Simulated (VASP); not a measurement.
Output of a VASP run:

### OSZICAR
```
...
RMM:   6    -0.118833380261E+03   -0.25884E-05   -0.69314E-05  1728   0.271E-02
   3 F= -.11883338E+03 E0= -.11883661E+03  d E =-.547177E-01
       N       E                     dE             d eps       ncg     rms          rms(c)
DAV:   1    -0.118836541367E+03   -0.31637E-02   -0.12987E-01  1976   0.113E+00    0.132E-01
RMM:   2    -0.118836267531E+03    0.27384E-03   -0.60529E-03  1792   0.276E-01    0.349E-02
RMM:   3    -0.118836250546E+03    0.16985E-04   -0.77519E-04  1835   0.100E-01    0.263E-02
RMM:   4    -0.118836261094E+03   -0.10548E-04   -0.18848E-04  1993   0.477E-02    0.259E-02
RMM:   5    -0.118836264763E+03   -0.36693E-05   -0.33818E-05  1322   0.201E-02
   4 F= -.11883626E+03 E0= -.11883938E+03  d E =-.576022E-01
       N       E                     dE             d eps       ncg     rms          rms(c)
DAV:   1    -0.118842724896E+03   -0.64638E-02   -0.74773E-02  1976   0.899E-01    0.897E-02
RMM:   2    -0.118842689879E+03    0.35017E-04   -0.28717E-03  1792   0.195E-01    0.276E-02
RMM:   3    -0.118842689587E+03    0.29192E-06   -0.39900E-04  1866   0.747E-02    0.221E-02
RMM:   4    -0.118842695469E+03   -0.58812E-05   -0.93707E-05  1773   0.349E-02
   5 F= -.11884270E+03 E0= -.11884585E+03  d E =-.643071E-02
       N       E                     dE             d eps       ncg     rms          rms(c)
DAV:   1    -0.118846020471E+03   -0.33309E-02   -0.14398E-01  1856   0.125E+00    0.123E-01
RMM:   2    -0.118845955572E+03    0.64899E-04   -0.56586E-03  1792   0.273E-01    0.382E-02
RMM:   3    -0.118845960969E+03   -0.53974E-05   -0.81269E-04  1906   0.106E-01    0.350E-02
RMM:   4    -0.118845973874E+03   -0.12904E-04   -0.19027E-04  2042   0.479E-02    0.315E-02
RMM:   5    -0.118845976961E+03   -0.30878E-05   -0.27838E-05  1254   0.183E-02
   6 F= -.11884598E+03 E0= -.11884919E+03  d E =-.971220E-02
       N       E                     dE             d eps       ncg     rms          rms(c)
DAV:   1    -0.118847874500E+03   -0.19006E-02   -0.25994E-02  2000   0.552E-01    0.474E-02
RMM:   2    -0.118847872538E+03    0.19616E-05   -0.68898E-04  1792   0.984E-02    0.167E-02
RMM:   3    -0.118847875604E+03   -0.30653E-05   -0.10983E-04  1826   0.402E-02    0.123E-02
RMM:   4    -0.118847877305E+03   -0.17013E-05   -0.22655E-05  1180   0.188E-02
   7 F= -.11884788E+03 E0= -.11885107E+03  d E =-.190034E-02
       N       E                     dE             d eps       ncg     rms          rms(c)
DAV:   1    -0.118848792884E+03   -0.91728E-03   -0.44988E-02  1808   0.725E-01    0.595E-02
RMM:   2    -0.118848792390E+03    0.49405E-06   -0.12069E-03  1792   0.130E-01    0.221E-02
RMM:   3    -0.118848800199E+03   -0.78088E-05   -0.20451E-04  1945   0.538E-02    0.195E-02
RMM:   4    -0.118848803122E+03   -0.29228E-05   -0.35675E-05  1322   0.226E-02
   8 F= -.11884880E+03 E0= -.11885196E+03  d E =-.282616E-02
       N       E                     dE             d eps       ncg     rms          rms(c)
DAV:   1    -0.118849132081E+03   -0.33188E-03   -0.55222E-03  2032   0.254E-01    0.271E-02
RMM:   2    -0.118849132967E+03   -0.88664E-06   -0.17326E-04  1792   0.487E-02    0.799E-03
RMM:   3    -0.118849133789E+03   -0.82199E-06   -0.22144E-05  1133   0.193E-02    0.662E-03
RMM:   4    -0.118849134134E+03   -0.34455E-06   -0.56926E-06  1003   0.101E-02
   9 F= -.11884913E+03 E0= -.11885229E+03  d E =-.331012E-03
```

OUTCAR:
```
------------------------ aborting loop because EDIFF is reached ----------------------------------------
  FORCE on cell =-STRESS in cart. coord.  units (eV):
  Direction    XX          YY          ZZ          XY          YZ          ZX
  --------------------------------------------------------------------------------------
  Total        0.7770350      0.7538835      0.7670950     -0.0193741     -0.0171103      0.0361295
  in kB        2.3674622      2.2969245      2.3371770     -0.0590287     -0.0521315      0.1100791
  external PRESSURE =       2.3338546 kB  Pullay stress =       0.0000000 kB
  volume of cell :      525.86
      direct lattice vectors                 reciprocal lattice vectors
     8.071533128  0.000000000  0.000000000     0.123892200  0.000000000  0.000000000
     0.000000000  8.071533128  0.000000000     0.000000000  0.123892200  0.000000000
     0.000000000  0.000000000  8.071533128     0.000000000  0.000000000  0.123892200
 POSITION                                       TOTAL-FORCE (eV/Angst)
 -----------------------------------------------------------------------------------
      4.04007      8.07073      0.00316        -0.001358     -0.000989     -0.000530
      6.05837      2.01844      0.00466         0.001538     -0.004775     -0.001816
      6.05844      8.07078      2.02110        -0.000569     -0.000795      0.001150
      0.00386      8.06950      0.00233        -0.001034      0.000286      0.000781
      2.02030      2.01770      0.00276         0.002429     -0.005444     -0.002232
      4.04011      4.03599      0.00358         0.000485     -0.002241      0.001913
      6.05631      6.05327      0.00385         0.002480     -0.002512     -0.001451
      2.02133      8.06903      2.01779        -0.000412      0.004701      0.009315
      4.03908      2.01235      2.01748         0.005693      0.004281      0.001213
      6.05972      4.03611      2.01929         0.003643     -0.007257     -0.000771
      4.04022      8.07057      4.03895        -0.001485     -0.001243      0.000132
      6.05936      2.01403      4.04136         0.003655     -0.005159     -0.007316
      6.05651      8.06976      6.05874         0.002045      0.000027     -0.005399
      0.00416      4.03307      0.00342        -0.001260      0.004085     -0.000550
      2.02265      6.05307      0.00154        -0.002300     -0.003787      0.003361
      0.00412      2.01451      2.02212        -0.001588      0.005577     -0.000718
      2.02006      4.03360      2.01730        -0.004324      0.005024      0.001614
      4.03922      6.05660      2.01981         0.001311     -0.002225     -0.004205
      0.00417      8.06869      4.03826         0.000607      0.001771      0.000349
      2.02071      2.01304      4.03761        -0.003594     -0.001554      0.004962
      6.06252      6.05580      4.03879        -0.004661      0.000162     -0.000031
      2.02283      8.07025      6.05612        -0.001843     -0.001391      0.000426
      4.04006      2.01522      6.06237        -0.001308     -0.002168     -0.004861
      6.06238      4.03609      6.06033        -0.003669     -0.005291      0.000687
      0.00453      6.05115      2.01815        -0.001582     -0.000929      0.005298
      0.00438      4.03174      4.03865         0.000611      0.004539     -0.001031
      2.01703      6.05482      4.03707         0.004437     -0.001219      0.003218
      0.00437      2.01184      6.05617        -0.001639      0.014220     -0.000550
      2.01782      4.03471      6.06007         0.000433     -0.003679     -0.003035
      4.03849      6.05517      6.05796         0.005117      0.000610      0.003366
      0.00362      6.05149      6.05724         0.003143      0.003932      0.000396
      4.04196      4.03337      4.04100        -0.005000      0.003443     -0.003685
 -----------------------------------------------------------------------------------
    total drift:                               -0.005093     -0.000505     -0.001409
  FREE ENERGIE OF THE ION-ELECTRON SYSTEM (eV)
  ---------------------------------------------------
  free  energy   TOTEN  =      -118.8491341337 eV

  energy  without entropy=     -118.8585906849  energy(sigma->0) =     -118.85228632

 reached required accuracy - stopping structural energy minimisation
```
(Selected blocks of OUTCAR.)

POSCAR:
```
Al31Li
1
    8.0715331279    -0.0000000000    -0.0000000000
   -0.0000000000     8.0715331279     0.0000000000
    0.0000000000     0.0000000000     8.0715331279
Al Li
31 1
Direct
  0.5000000000   0.0000000000   0.0000000000
  0.7500000000   0.2500000000   0.0000000000
  0.7500000000   0.0000000000   0.2500000000
  0.0000000000   0.0000000000   0.0000000000
  0.2500000000   0.2500000000   0.0000000000
  0.5000000000   0.5000000000   0.0000000000
  0.7500000000   0.7500000000   0.0000000000
  0.2500000000   0.0000000000   0.2500000000
  0.5037460000   0.2558050000   0.2479380000
  0.7497340000   0.4960360000   0.2549700000
  0.5000000000   0.0000000000   0.5000000000
  0.7511800000   0.2443220000   0.5040080000
  0.7500000000   0.0000000000   0.7500000000
  0.0000000000   0.5000000000   0.0000000000
  0.2500000000   0.7500000000   0.0000000000
  0.0000000000   0.2500000000   0.2500000000
  0.2525170000   0.4943050000   0.2522190000
  0.4990000000   0.7549740000   0.2554960000
  0.0000000000   0.0000000000   0.5000000000
  0.2510780000   0.2479180000   0.4996950000
  0.7544820000   0.7479760000   0.5023550000
  0.2500000000   0.0000000000   0.7500000000
  0.5012040000   0.2554320000   0.7557470000
  0.7542010000   0.5052540000   0.7510390000
  0.0000000000   0.7500000000   0.2500000000
  0.0000000000   0.5000000000   0.5000000000
  0.2498180000   0.7478220000   0.4955240000
  0.0000000000   0.2500000000   0.7500000000
  0.2478580000   0.4951320000   0.7465440000
  0.5020330000   0.7462120000   0.7453310000
  0.0000000000   0.7500000000   0.7500000000
  0.4992980000   0.5028400000   0.5016000000
```

**Question.** Write an INCAR and KPOINTS that could have produced this output.

**Answer.** Several could match; the one computed here: the input of the run itself, PBE GGA, plane waves, VASP's PBE PAW potentials (set 64).

INCAR:
```
NELMIN = 4
EDIFF = 1E-5
ISYM = 0
NSW = 60
SIGMA = 0.1   # width (eV)
PREC = Normal
SYSTEM = Al31Li
IBRION = 2   # conjugate gradients
ALGO = Fast
ISIF = 2   # forces and stress, cell fixed
GGA = PE
ENCUT = 400   # plane-wave cut-off (eV)
LCHARG = .FALSE.
LWAVE = .FALSE.
LASPH = .TRUE.
ISMEAR = 1
LREAL = Auto   # projection in real space or not
NELM = 100   # most electronic steps
EDIFFG = -0.03   # ionic stop
```

KPOINTS:
```
Automatic
0
G
  3 3 3
```

POTCAR, in this order: Al Li (PBE.64 set). Program: vasp_std.

At this cut-off the stress carries a Pulay error, which pulls relaxed volumes low.

The cell is a supercell with a defect, built from Al (fcc): Li_Al. The run is not spin-polarised, so no state with unpaired spins was tried.
